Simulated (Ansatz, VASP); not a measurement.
**Zr (Zirconium) in two plane-wave programs**

Aim: how closely do two programs agree when they are given the same cell, functional and k mesh? The structure shown comes from an earlier Ansatz run, which isn't shown and may have moved the atoms alone.

Program: Ansatz 0.2.0. Level of theory: plane waves, with VASP 6.6.1 beside it; elastic constants at PBEsol. Results are calculated unless marked as measured.

### 1. Set-up

Symmetry: P6_3/mmc, No. 194, hexagonal system. Conventional cell: a = 3.190 Å, b = 3.190 Å, c = 5.101 Å, α = 90.00°, β = 90.00°, γ = 120.00°. Nearest to Zr lie 12 Zr at 3.15 to 3.19 Å.

Coordinates:

```cif
data_structure
_symmetry_space_group_name_H-M 'P6_3/mmc'
_symmetry_Int_Tables_number 194
_cell_length_a 3.1896
_cell_length_b 3.1896
_cell_length_c 5.1008
_cell_angle_alpha 90.000
_cell_angle_beta 90.000
_cell_angle_gamma 120.000
_cell_volume 44.94
loop_
_atom_site_label
_atom_site_type_symbol
_atom_site_symmetry_multiplicity
_atom_site_Wyckoff_symbol
_atom_site_fract_x
_atom_site_fract_y
_atom_site_fract_z
_atom_site_occupancy
Zr1 Zr 2 c 0.33333 0.66667 0.25000 1
```

### 2. Ansatz: elastic constants, PBEsol

Ansatz runs on its default PAW (the set named soft_2) files.

Elastic constants are differences of stresses under small strains, so they test the stress and the mesh.

Contents of input.yaml:

```yaml
crystal:
  lattice:
    - [3.1896309092, 0.0, 0.0]
    - [-1.5948154546, 2.7623013961, 0.0]
    - [0.0, 0.0, 5.1008042762]
  atoms:
    - { symbol: Zr, position: [0.3333333333, 0.6666666667, 0.25] }
    - { symbol: Zr, position: [0.6666666667, 0.3333333333, 0.75] }
kpoints:
  mp_grid: { grid: [12, 12, 8] }
hamiltonian:
  xc: pbesol
scf:
  occupations: { method: gaussian, width: 0.1 }
output:
  forces: true
  stress: true
  eigenvalues: true
elastic:
  mode: relaxed_ion
  stencil: two_point
```

The run is started by

```console
$ ansatz run input.yaml --threads 4 --pin off --max-ram 8192MiB --backend cpu --events-out ev --progress --plain --runs-dir out
```

Numbers of over 12 decimals in the logs are rounded to 6 here.

What it wrote:

```text
Engine: ansatz 0.2.0, x86_64-unknown-linux-gnu
Pseudopotentials: kind: paw
Pseudopotential: Zr, paw, valence charge 12, recommended cutoff 420 eV (normal), Zr.paw.azcp
Functional definition: PBEsol
  exchange = pbesol_x
  correlation = pbesol_c
Crystal: 2 atoms, lattice volume = 44.942 Å³
Basis set: ecut = 420 eV, 881 PW (Γ), exchange–correlation on 48×48×72 points (8 copies of the dense FFT grid, shifted against one another)
Bands: 16, of which v1, the nominal top of the filled ones, is band 12 counted from 1 (11 counted from 0)
Symmetry: 24 space group operations
Space group: P63/mmc (ITA 194), of the structure as read, at distance tolerance 3.6e-5 Å
k-points: 95 of 1152
Non-local potential: Zr, projectors of the file, l = 0: 3, l = 1: 2, l = 2: 2, l = 3: 2
PAW form: soft (Blöchl's): semilocal exchange-correlation on the pseudo side does not see the compensation charge
PAW frozen core: Zr, regenerated for the run's functional, and the local potential with it (the file was generated under x = pbe(κ = 0.804, μ = 0.219515), c = pbe(β = 0.066725))
PAW one-centre angular grid: Zr, 590 points (default); XC on 64 Gauss nodes
Initial density: superposition of atomic densities (neutral atoms: chi_scale 0, normalization atom), corrected by the library's trained network
Initial wavefunctions: pseudopotential atomic-orbital guess
Functional: x = pbesol(κ = 0.804, μ = 0.123457), c = pbesol(β = 0.046)
SCF iter   1: F=—  HF=-8257.274748 eV  |F-HF|=—  |Δ(HF+E_count)|=         —  Δρ=3.52e-3  dr2=2.28e-3  ethr=1.77e-3  ⟨swp⟩=4.8  Hψ=6458  notcnv=0
preconditioner: auto → none  [metal: Δε(μ)=0.032 eV  Ē_g=3.242 eV  σ=0.100 eV  W_gap=0.18  n_scr=8 (ndim 8)  ℏωp=15.7 eV  f_vac=0.000  D(μ)=2.24/eV (n_scr^D=22)  sad-step TF]
SCF iter   2: F=—  HF=-8257.273581 eV  |F-HF|=—  |Δ(HF+E_count)|=   1.17e-3  Δρ=2.04e-3  dr2=7.56e-4  ethr=9.52e-6  ⟨swp⟩=2.8  Hψ=3317  notcnv=0
SCF iter   3: F=—  HF=-8257.273661 eV  |F-HF|=—  |Δ(HF+E_count)|=   7.98e-5  Δρ=3.02e-4  dr2=3.34e-5  ethr=3.15e-6  ⟨swp⟩=2.2  Hψ=1839  notcnv=0
SCF iter   4: F=—  HF=-8257.273642 eV  |F-HF|=—  |Δ(HF+E_count)|=   1.90e-5  Δρ=8.82e-5  dr2=1.29e-6  ethr=1.39e-7  ⟨swp⟩=2.2  Hψ=2427  notcnv=0
SCF iter   5: F=—  HF=-8257.273642 eV  |F-HF|=—  |Δ(HF+E_count)|=   3.19e-7  Δρ=8.26e-6  dr2=1.71e-8  ethr=5.37e-9  ⟨swp⟩=2.0  Hψ=2645  notcnv=0
SCF iter   6: F=—  HF=-8257.273642 eV  |F-HF|=—  |Δ(HF+E_count)|=  1.69e-10  Δρ=9.41e-7  dr2=3.58e-10  ethr=7.14e-11  ⟨swp⟩=2.1  Hψ=2568  notcnv=0
SCF iter   7: F=—  HF=-8257.273642 eV  |F-HF|=—  |Δ(HF+E_count)|=  9.64e-11  Δρ=3.15e-7  dr2=2.48e-11  ethr=1.49e-12  ⟨swp⟩=2.8  Hψ=2701  notcnv=0
SCF iter   8: F=—  HF=-8257.273642 eV  |F-HF|=—  |Δ(HF+E_count)|=  1.09e-11  Δρ=5.20e-8  dr2=6.08e-13  ethr=1.03e-13 (applied; sched 1.00e-12)  ⟨swp⟩=2.1  Hψ=2424  notcnv=0  defer=2
SCF iter   9: F=-8257.273642 eV  HF=-8257.273642 eV  |F-HF|=0.00e0  |Δ(HF+E_count)|=  1.82e-12  Δρ=4.19e-9  dr2=3.47e-15  ethr=1.00e-12  ⟨swp⟩=4.1  Hψ=5355  notcnv=0
the search or the solves at the SCF's close seem to have found levels that the self-consistency loop had missed (the run counts 1). By its estimate they hold under 1e-12 electrons; where the run keeps them, the occupations were computed again with them
SCF 1 converged in 9 iterations: F = -8257.273642 eV  dr2 = 3.47e-15
  greatest PAW one-centre occupation: 0.997 electrons in one spin orbital (limit 2), on the Zr atom at site 1 (counted from 0), in its partial waves of l = 0
Crystal: 2 atoms, lattice volume = 44.852 Å³
Basis set: ecut = 420 eV, 865 PW (Γ), exchange–correlation on 48×48×72 points (8 copies of the dense FFT grid, shifted against one another)
Symmetry: 8 space group operations
k-points: 215 of 1152
Initial density: handed on by an earlier stage of this run
Initial wavefunctions: pseudopotential atomic-orbital guess (no wavefunctions were taken with the density)
iter 1 solved again at ethr=1.37e-5 eV; its pass at ethr=3.10e-3 eV (dr2=3.28e-3 eV) is discarded
[...]
preconditioner: auto → none  [metal: Δε(μ)=0.028 eV  Ē_g=3.248 eV  σ=0.100 eV  W_gap=0.16  n_scr=8 (ndim 8)  ℏωp=15.7 eV  f_vac=0.000  D(μ)=2.25/eV (n_scr^D=22)]
[...]
SCF 13 converged in 10 iterations: F = -8257.273628 eV  dr2 = 2.97e-20
[...]
SCF 14 converged in 9 iterations: F = -8257.273628 eV  dr2 = 4.08e-15
relax step   1: F+E_penalty+E_count = -8257.27362826 eV  Δ(F+E_penalty+E_count) = +0.000e0 eV  max|allowed force component| = 3.248e-6 eV/Å  Δτ_max = 0.0000 Å  (9 SCF iters, accepted)
[...]
SCF iter   5: F=—  HF=-8257.273628 eV  |F-HF|=—  |Δ(HF+E_count)|=  1.82e-12  Δρ=3.48e-8  dr2=1.50e-13  ethr=9.42e-16 (applied; sched 1.00e-12)  ⟨swp⟩=1.0  Hψ=5120  notcnv=0
iter 6 did not close the SCF: its close was put off for the readings that it lacked (scf_convergence_deferred on its scf_iter line)
SCF iter   6: F=-8257.273628 eV  HF=-8257.273628 eV  |F-HF|=5.46e-12  |Δ(HF+E_count)|=  1.82e-12  Δρ=2.41e-8  dr2=7.08e-14  ethr=6.24e-16 (applied; sched 1.00e-12)  ⟨swp⟩=1.0  Hψ=5120  notcnv=0
iter 7 did not close the SCF: its close was put off for the readings that it lacked (scf_convergence_deferred on its scf_iter line)
SCF iter   7: F=-8257.273628 eV  HF=-8257.273628 eV  |F-HF|=1.82e-12  |Δ(HF+E_count)|=  1.82e-12  Δρ=1.47e-8  dr2=2.67e-14  ethr=4.17e-16 (applied; sched 1.00e-12)  ⟨swp⟩=1.0  Hψ=5120  notcnv=0
iter 8 did not close the SCF: its close was put off for the readings that it lacked (scf_convergence_deferred on its scf_iter line)
SCF iter   8: F=-8257.273628 eV  HF=-8257.273628 eV  |F-HF|=0.00e0  |Δ(HF+E_count)|=    0.00e0  Δρ=6.12e-9  dr2=4.59e-15  ethr=4.17e-16 (applied; sched 1.00e-12)  ⟨swp⟩=1.0  Hψ=5120  notcnv=0
iter 9 did not close the SCF: its close was put off for the readings that it lacked (scf_convergence_deferred on its scf_iter line)
SCF iter   9: F=-8257.273628 eV  HF=-8257.273628 eV  |F-HF|=0.00e0  |Δ(HF+E_count)|=  1.82e-12  Δρ=3.01e-9  dr2=1.13e-15  ethr=4.17e-16 (applied; sched 1.00e-12)  ⟨swp⟩=1.0  Hψ=5120  notcnv=0
SCF iter  10: F=-8257.273628 eV  HF=-8257.273628 eV  |F-HF|=7.28e-12  |Δ(HF+E_count)|=  3.64e-12  Δρ=1.90e-11  dr2=9.27e-20  ethr=1.00e-12  ⟨swp⟩=1.0  Hψ=11520  notcnv=0
SCF 15 converged in 10 iterations: F = -8257.273628 eV  dr2 = 9.27e-20
SCF converged after 9 iterations
Free energy (F): -8257.273642 eV
Harris-Foulkes:  -8257.273642 eV  (|F-HF|=0.00e0)
Internal energy: -8257.262310 eV  (E = F + TS)
E sigma→0 (E₀):  -8257.267976 eV
Entropy (-TS):   -0.011331 eV (-5.666 meV/atom)
Fermi energy:    14.455839 eV
--- Per-component energies (eV) ---
  E_band       = -180.774752
  E_kinetic    = 666.819396
  E_local      = -1223.194067  (includes V_loc(G=0)·N_el)
  E_nonlocal   = 164.739363
  E_hartree    = 377.704087
  E_xc         = -320.947316
  E_vxc        = -380.733173  (∫ρ·V_xc dr)
  E_paw        = -5800.612074  (= ΣΔE_a)
  E_vpaw       = -163.814492  (= ΣTr[D̂ρ^β])
  E_aug_tail   = 0.000048  (compensation charges beyond the density's cutoff)
  E_ewald      = -2122.103188
  E_core_change = 0.331441  (= ΣΔE_core)
  E_smearing   = -0.011331  (= −TS)
  E_closure    = 0.000000  (closes the sum)
  Σ components = -8257.273642   (vs F -8257.273642, Δ=0.00e0)
--- Forces (eV/Å), atoms counted from 1 ---
  atom   1  Zr     0.00000000    -0.00000000     0.00000000
  atom   2  Zr     0.00000000     0.00000000     0.00000000
  max |Σ_I F_I| component: 2.31e-18 eV/Å
--- Stress (GPa, compression-positive) ---
       -0.002988       0.000000       0.000000
        0.000000      -0.002988       0.000000
        0.000000       0.000000       0.003040
  P = ⅓ Tr σ = -0.0010 GPa (-0.010 kbar)
--- Band table (eV; the first three rows and the last of 95) ---
  k-point 0: bands = [... 8 lower, 8.7285, 11.3168, 15.3235, 15.3235, 15.4433, 15.7479, 16.0435, 16.0435]
  k-point 1: bands = [... 8 lower, 8.8645, 11.3141, 15.2532, 15.2532, 15.3384, 15.4915, 15.9412, 15.9412]
  k-point 2: bands = [... 8 lower, 9.2527, 11.2538, 14.9457, 15.0621, 15.1512, 15.1512, 15.6995, 15.6995]
  k-point 94: bands = [... 8 lower, 12.9376, 12.9376, 13.1393, 13.1393, 14.4710, 14.4710, 16.5336, 16.5336]
--- Elastic constants: 3 strain directions × 2 members + reference (group order 24) ---
  dense FFT box of the reference and of every strained cell: 24×24×36
  strains applied: 11, 33, 23; error gains: componentwise 1.00 (the most a stress slope's error grows in a printed constant), spectral 1.41 (1 for all six strains in a standard setting)
  C = ∂σ_k/∂η_j (tension-positive GPa; Voigt order 11 22 33 23 13 12):
       142.388     75.167     72.360      0.000      0.000     -0.000
        75.167    142.388     72.360      0.000      0.000     -0.000
        72.361     72.361    159.967      0.000      0.000      0.000
         0.000      0.000      0.000     22.278     -0.000      0.000
         0.000      0.000      0.000     -0.000     22.278      0.000
         0.000      0.000      0.000      0.000      0.000     33.610
  reference stress σ⁰ (GPa):      0.003      0.003     -0.003     -0.000     -0.000     -0.000
  C* (energy form; C + prestress term) asymmetry max|C*_kj − C*_jk| = 5.568e-3 GPa — a small one proves nothing (zero by symmetry where the batch's group is 432, −43m or m−3m); a large one is finite-difference/SCF noise where every solve meets its electron count
  moduli (Voigt/Reuss/Hill, GPa): K = 98.28/98.08/98.18   G = 30.62/28.82/29.72   E = 80.99   ν = 0.363
  mechanically stable: yes (min eigenvalue of sym C = 22.28 GPa)
  strain η (Voigt 11):  stress-route row diagonal C_11 = 142.39 GPa, energy-path curvature d²(F+E_count+ΔE)/dδ²/Ω₀ = 142.41 GPa
         δ    σ_11 (GPa)             F (eV)   n_scf  n_hpsi   n_pw
    -2.000e-3      -0.2828       -8257.2735629      10   62143    895   relax 3 steps, max|allowed force component| 3.01e-7 eV/Å
     2.000e-3       0.2868       -8257.2735601      10   62189    899   relax 3 steps, max|allowed force component| 2.05e-7 eV/Å
  strain η (Voigt 33):  stress-route row diagonal C_33 = 159.97 GPa, energy-path curvature d²(F+E_count+ΔE)/dδ²/Ω₀ = 159.94 GPa
         δ    σ_33 (GPa)             F (eV)   n_scf  n_hpsi   n_pw
    -2.000e-3      -0.3253       -8257.2735471       6   25061    893   relax 0 steps, max|allowed force component| 3.01e-17 eV/Å
     2.000e-3       0.3146       -8257.2735534       4   21430    899   relax 0 steps, max|allowed force component| 1.61e-16 eV/Å
  strain η (Voigt 23):  stress-route row diagonal C_44 = 22.28 GPa, energy-path curvature d²(F+E_count+ΔE)/dδ²/Ω₀ = 22.27 GPa
         δ    σ_23 (GPa)             F (eV)   n_scf  n_hpsi   n_pw
    -2.000e-3      -0.0446       -8257.2736283      10   92748    896   relax 1 steps, max|allowed force component| 3.26e-6 eV/Å
     2.000e-3       0.0446       -8257.2736283      10   92671    896   relax 1 steps, max|allowed force component| 3.25e-6 eV/Å
```

The column dr2 measures how far the density is from self-consistency, as an energy; F and HF (Harris–Foulkes) agree once it is small.

(Part 1 of 2 ends here.)

[Lines on the potential files, build, host, timing and source positions are cut from VASP's logs without a mark.]

[Logs are printed without paths, hosts, clocks, repeated set-up lines and the standing remarks that a program may print on its own settings, such as how far it seeks lower states.]

[Hosts, paths, dates, database ids (printed as entryN), source tags and the programs' standing remarks are cut or masked in the printed files.]
